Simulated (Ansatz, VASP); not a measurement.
# Zn3P in VASP and in Ansatz

```
Zn P
1.0
     3.92179    0.00000    0.00000
     0.00000    3.92179    0.00000
     0.00000    0.00000    3.92179
Zn P
3 1
Direct
  0.50000 0.50000 0.00000
  0.50000 0.00000 0.50000
  0.00000 0.50000 0.50000
  0.00000 0.00000 0.00000
```

Change from the starting cell: volume scaled by 0.96.

Alike in both runs: task single point; functional PBE; k mesh 7 × 7 × 7; occupations fermi-dirac, width 0.05 eV; no spin polarisation.

|  | VASP | Ansatz |
| --- | --- | --- |
| version | VASP 6.6.1 | Ansatz 0.2.0 |
| potentials or method | VASP PAW PBE potentials, release 64 (Zn, P) | Ansatz PAW |
| plane-wave cutoff (eV) | 520 | 420 |
| valence electrons in the cell | 41 | 41 |

```csv
,VASP,Ansatz,Ansatz less VASP
gap on the k mesh at the Fermi level (eV),none,none,-
pressure (GPa),2.7,2.5,-0.27
```

A gap of «none» marks a metal or a gap that the smearing closes. With one functional, cell and mesh, what is left measures potentials, basis and numerics.
